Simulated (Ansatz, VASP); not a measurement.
# SiC: VASP beside Ansatz, part 2 of 2

Wanted: the spread between two codes on one cell, functional and k mesh. The cell is taken from a series of runs on this material, whose earlier steps may have relaxed, scaled, displaced or heated it; both programs get it as it stands. Other levels of theory on this material are compared in a session of their own.

VASP 6.6.1 and Ansatz 0.2.0.

So far: The starting structure; VASP: relaxation of cell and atoms, LDA.

### 3. Ansatz: relaxation of cell and atoms, LDA

Level of this step: Ansatz beside VASP: Kohn-Sham DFT, plane waves, LDA (Ansatz).

Ansatz runs on its PAW soft_1 files.

The same cell, functional (in two slightly different forms) and mesh now go to Ansatz, which takes its cutoff from its data sets.

Input file input.yaml:

```yaml
crystal:
  lattice:
    - [3.0586963475, 0.0, 0.0]
    - [-1.5293481737, 2.6489087394, 0.0]
    - [0.0, 0.0, 10.0124291244]
  atoms:
    - { symbol: C, position: [0.6666666667, 0.3333333333, 0.7498056704] }
    - { symbol: C, position: [0.3333333333, 0.6666666667, 0.2498056704] }
    - { symbol: C, position: [0.0, 0.0, 0.5004458531] }
    - { symbol: C, position: [0.0, 0.0, 0.0004458531] }
    - { symbol: Si, position: [0.6666666667, 0.3333333333, 0.9378447768] }
    - { symbol: Si, position: [0.3333333333, 0.6666666667, 0.4378447768] }
    - { symbol: Si, position: [0.0, 0.0, 0.6879026996] }
    - { symbol: Si, position: [0.0, 0.0, 0.1879026996] }
kpoints:
  mp_grid: { grid: [9, 9, 4] }
hamiltonian:
  xc: lda
  pseudopotentials: { kind: paw, azcp: { folder: soft_1 }, xc_functional: pbe }
scf:
  occupations: { method: fixed }
output:
  forces: true
  stress: true
  eigenvalues: true
relax:
  adjacent_minimum: "off"
  f_tol: 0.001
  max_steps: 60
  cell: { stress_tol: 0.01 }
```

On the command line:

```console
ansatz run input.yaml --threads 8 --pin off --max-ram 16384MiB --backend cpu --events-out ev --progress --plain --runs-dir out
```

Numbers of over 12 decimals in the logs are rounded to 6 here.

What it wrote:

```text
Engine: ansatz 0.2.0, aarch64-unknown-linux-gnu
Pseudopotentials: kind: paw
Pseudopotential: C, paw, valence charge 4, recommended cutoff 420 eV (normal), soft_1/C.paw.azcp
Pseudopotential: Si, paw, valence charge 4, recommended cutoff 420 eV (normal), soft_1/Si.paw.azcp
Functional definition: SPW92
  exchange = slater_x
  correlation = pw_c
Crystal: 8 atoms, lattice volume = 81.123 Å³
Basis set: ecut = 420 eV, 1569 PW (Γ)
Bands: 24, of which v1, the nominal top of the filled ones, is band 16 counted from 1 (15 counted from 0)
Symmetry: 12 space group operations
Space group: P63mc (ITA 186), of the structure as read, at distance tolerance 4.3e-5 Å
k-points: 36 of 324 (time reversal used)
Non-local potential: C, projectors of the file, l = 0: 2, l = 1: 2, l = 2: 1
Non-local potential: Si, projectors of the file, l = 0: 2, l = 1: 2, l = 2: 1
PAW form: soft (Blöchl's): semilocal exchange-correlation on the pseudo side does not see the compensation charge
PAW frozen core: C, regenerated for the run's functional, and the local potential with it (the file was generated under x = pbe(κ = 0.804, μ = 0.219515), c = pbe(β = 0.066725))
PAW frozen core: Si, regenerated for the run's functional, and the local potential with it (the file was generated under x = pbe(κ = 0.804, μ = 0.219515), c = pbe(β = 0.066725))
PAW one-centre angular grid: C, 110 points (default); XC on 64 Gauss nodes
PAW one-centre angular grid: Si, 110 points (default); XC on 64 Gauss nodes
Initial density: superposition of atomic densities (chi_scale 0.1, normalization cell, long waves kept (reshape's long-wave potential 0.00 eV rms))
Initial wavefunctions: pseudopotential atomic-orbital guess
Functional: x = slater, c = lda
SCF iter   1: F=—  HF=-3415.215836 eV  |F-HF|=—  |Δ(HF+E_count)|=         —  Δρ=1.41e-1  dr2=1.96e1  ethr=3.10e-3  ⟨swp⟩=4.9  Hψ=4003  notcnv=0  defer=192
preconditioner: auto → none  [insulator: Δε(μ)=4.197 eV  Ē_g=12.913 eV  n_scr=6 (ndim 8)  ℏωp=23.3 eV  f_vac=0.000  ε∞_Penn≈4.3]
SCF iter   2: F=—  HF=-3409.252912 eV  |F-HF|=—  |Δ(HF+E_count)|=    5.96e0  Δρ=5.02e-2  dr2=1.32e0  ethr=3.10e-3  ⟨swp⟩=4.1  Hψ=2400  notcnv=0  defer=211
SCF iter   3: F=—  HF=-3408.863168 eV  |F-HF|=—  |Δ(HF+E_count)|=   3.90e-1  Δρ=1.87e-2  dr2=1.48e-1  ethr=3.10e-3  ⟨swp⟩=2.4  Hψ=1630  notcnv=0  defer=207
SCF iter   4: F=—  HF=-3408.829857 eV  |F-HF|=—  |Δ(HF+E_count)|=   3.33e-2  Δρ=1.48e-3  dr2=1.01e-3  ethr=4.61e-4  ⟨swp⟩=2.4  Hψ=1063  notcnv=0  defer=216
SCF iter   5: F=—  HF=-3408.830139 eV  |F-HF|=—  |Δ(HF+E_count)|=   2.82e-4  Δρ=3.15e-4  dr2=1.56e-4  ethr=3.14e-6  ⟨swp⟩=2.1  Hψ=1367  notcnv=0  defer=216
SCF iter   6: F=—  HF=-3408.830102 eV  |F-HF|=—  |Δ(HF+E_count)|=   3.72e-5  Δρ=1.24e-4  dr2=9.11e-6  ethr=4.87e-7  ⟨swp⟩=2.1  Hψ=1169  notcnv=0  defer=207
SCF iter   7: F=—  HF=-3408.830101 eV  |F-HF|=—  |Δ(HF+E_count)|=   7.36e-7  Δρ=2.37e-5  dr2=4.37e-7  ethr=2.85e-8  ⟨swp⟩=2.1  Hψ=1216  notcnv=0  defer=133
SCF iter   8: F=—  HF=-3408.830101 eV  |F-HF|=—  |Δ(HF+E_count)|=   1.12e-8  Δρ=9.36e-6  dr2=1.24e-7  ethr=3.13e-10  ⟨swp⟩=14.9  Hψ=6193  notcnv=0
SCF iter   9: F=-3408.830101 eV  HF=-3408.830101 eV  |F-HF|=8.80e-10  |Δ(HF+E_count)|=   3.22e-8  Δρ=1.89e-6  dr2=1.71e-9  ethr=3.13e-10  ⟨swp⟩=4.9  Hψ=2830  notcnv=0
SCF 1 converged in 9 iterations: F = -3408.830101 eV  dr2 = 1.71e-9
  greatest PAW one-centre occupation: 0.642 electrons in one spin orbital (limit 2), on the C atom at site 1 (counted from 0), in its partial waves of l = 0
relax step   1: F+E_penalty+E_count = -3408.83010118 eV  Δ(F+E_penalty+E_count) = +0.000e0 eV  max|allowed force component| = 3.831e-4 eV/Å  Δτ_max = 0.0000 Å  P = -0.035 GPa  Ω = 81.123 Å³  (9 SCF iters, dr2 threshold 1.00e-7 eV, accepted)
[...]
relax step   2: F+E_penalty+E_count = -3408.83011062 eV  Δ(F+E_penalty+E_count) = -9.441e-6 eV  max|allowed force component| = 3.016e-4 eV/Å  Δτ_max = 0.0000 Å  P = -0.016 GPa  Ω = 81.116 Å³  energy of the carried Pulay correction = +8.281e-6 eV  (3 SCF iters, dr2 threshold 4.34e-9 eV, accepted)
[...]
relax step   3: F+E_penalty+E_count = -3408.83011824 eV  Δ(F+E_penalty+E_count) = -7.619e-6 eV  max|allowed force component| = 1.798e-4 eV/Å  Δτ_max = 0.0000 Å  P = +0.000 GPa  Ω = 81.111 Å³  energy of the carried Pulay correction = +1.560e-5 eV  (4 SCF iters, dr2 threshold 9.27e-10 eV, accepted)
[...]
relax step   4: F+E_penalty+E_count = -3408.83010894 eV  Δ(F+E_penalty+E_count) = +9.304e-6 eV  max|allowed force component| = 1.808e-4 eV/Å  Δτ_max = 0.0000 Å  P = +0.000 GPa  Ω = 81.111 Å³  stress off target by 1.91e-3 GPa  SCF on the basis re-selected at this cell (its energy is not comparable with the rows above)  (6 SCF iters)
basis re-selected at this cell: Δ(F+E_penalty+E_count) = +9.304e-6 eV, ΔP = -0.000 GPa vs the last step (what re-selecting the basis moved, of the pressure what is left beyond the Pulay correction that the steps carried, after the strain that the cell walked since its last selection, with what the two solves' SCF thresholds leave and, on support functions, any second-order correction that the steps lacked; it is no m [...]
SCF converged after 6 iterations
Free energy (F): -3408.830109 eV
Harris-Foulkes:  -3408.830109 eV  (|F-HF|=3.18e-12)
Internal energy: -3408.830109 eV  (E = F + TS)
E sigma→0 (E₀):  -3408.830109 eV
Fermi energy:    9.568696 eV
--- Per-component energies (eV) ---
  E_band       = 114.589381
  E_kinetic    = 537.376356
  E_local      = -384.943757  (includes V_loc(G=0)·N_el)
  E_nonlocal   = 189.544547
  E_hartree    = 126.156320
  E_xc         = -420.929495
  E_vxc        = -436.616353  (∫ρ·V_xc dr)
  E_paw        = -2310.614762  (= ΣΔE_a)
  E_vpaw       = -43.084226  (= ΣTr[D̂ρ^β])
  E_aug_tail   = 0.000190  (compensation charges beyond the density's cutoff)
  E_ewald      = -1146.008160
  E_core_change = 0.588653  (= ΣΔE_core)
  E_smearing   = -0.000000  (= −TS)
  E_closure    = 0.000000  (closes the sum)
  Σ components = -3408.830109   (vs F -3408.830109, Δ=0.00e0)
--- Forces (eV/Å), atoms counted from 1 ---
  atom   1  C     -0.00000000     0.00000000    -0.00017473
  atom   2  C      0.00000000    -0.00000000    -0.00017473
  atom   3  C     -0.00000000     0.00000000    -0.00016642
  atom   4  C      0.00000000    -0.00000000    -0.00016642
  atom   5  Si    -0.00000000     0.00000000     0.00014965
  atom   6  Si     0.00000000    -0.00000000     0.00014965
  atom   7  Si     0.00000000    -0.00000000     0.00017726
  atom   8  Si    -0.00000000     0.00000000     0.00017726
  max |Σ_I F_I| component: 2.85e-5 eV/Å
--- Stress (GPa, compression-positive) ---
       -0.000640       0.000000       0.000000
        0.000000      -0.000640       0.000000
        0.000000       0.000000       0.001912
  P = ⅓ Tr σ = 0.0002 GPa (0.002 kbar)
--- Band table (eV; the first three rows and the last of 36) ---
  k-point 0: bands = [... 12 lower, 8.9799, 9.5162, 9.5687, 9.5687, 14.7797, 15.3497, 15.9893, 16.0986, ... 4 higher]
  k-point 1: bands = [... 12 lower, 9.1517, 9.1517, 9.5127, 9.5127, 14.8327, 15.2031, 16.1759, 16.3544, ... 4 higher]
  k-point 2: bands = [... 12 lower, 9.3605, 9.3605, 9.3605, 9.3605, 14.9843, 14.9843, 16.4673, 16.4673, ... 4 higher]
  k-point 35: bands = [... 12 lower, 6.7859, 6.7859, 7.0813, 7.0813, 12.7291, 12.7291, 16.2420, 16.2420, ... 4 higher]
--- Relaxed structure (3 steps of the walk, 3 accepted, 1 SCFs on fresh bases) ---
  F+E_penalty+E_count = -3408.83010894 eV   max|allowed force component| = 1.808e-4 eV/Å   (the final SCF, on the basis selected at the relaxed cell)
  cell:  # Å, volume = 81.1106 Å³
    - [3.058503, -2.8865804578908123e-11, 0]
    - [-1.529251, 2.648741, 0]
    - [1.4358119563294727e-19, 0, 10.012189]
  atoms:
    - { symbol: C, position: [0.666667, 0.333333, 0.749807] }
    - { symbol: C, position: [0.333333, 0.666667, 0.249807] }
    - { symbol: C, position: [0, 0, 0.500448] }
    - { symbol: C, position: [0, 0, 0.000448013] }
    - { symbol: Si, position: [0.666667, 0.333333, 0.937842] }
    - { symbol: Si, position: [0.333333, 0.666667, 0.437842] }
    - { symbol: Si, position: [0, 0, 0.687901] }
    - { symbol: Si, position: [0, 0, 0.187901] }
```

### 4. Differences

Known differences besides the potentials themselves: fixed occupations in Ansatz, narrow Gaussian smearing in VASP; the cutoff is 420 eV in Ansatz and 600 eV in VASP; VASP's log shows a relativistic correction to its local exchange, Ansatz's none; Ansatz adds a Pulay correction to the stress that steers its cell, VASP none. Total energies have different zeros and are not compared.

The two programs side by side:

| quantity | Ansatz | VASP | difference |
| --- | --- | --- | --- |
| volume (Å³) | 81.11 | 81.10 | +0.02 % |
| edge a after relaxation, in the typed setting (Å) | 3.058 | 3.058 | +0.01 % |
| edge c after relaxation, in the typed setting (Å) | 10.012 | 10.012 | +0.01 % |

### 5. What came out

```yaml
difference_in_volume_relaxation_of_cell_and_atoms_lda: 0.017 %
```

In words: The difference in volume is 0.017 % (relaxation of cell and atoms, LDA), within the 1.2 % picked in this series as the mark of a large difference, as far as the stopping tolerances let one tell. 14 further runs of this series are not shown here. Such differences can come from data sets, numerical settings and the points named under the comparisons, not from the functional's error against experiment.

[Lines on the potential files, build, host, timing and source positions are cut from VASP's logs without a mark.]

[Logs are printed without paths, hosts, clocks, repeated set-up lines and the standing remarks that a program may print on its own settings, such as how far it seeks lower states.]

[Hosts, paths, dates, database ids (printed as entryN), source tags and the programs' standing remarks are cut or masked in the printed files.]
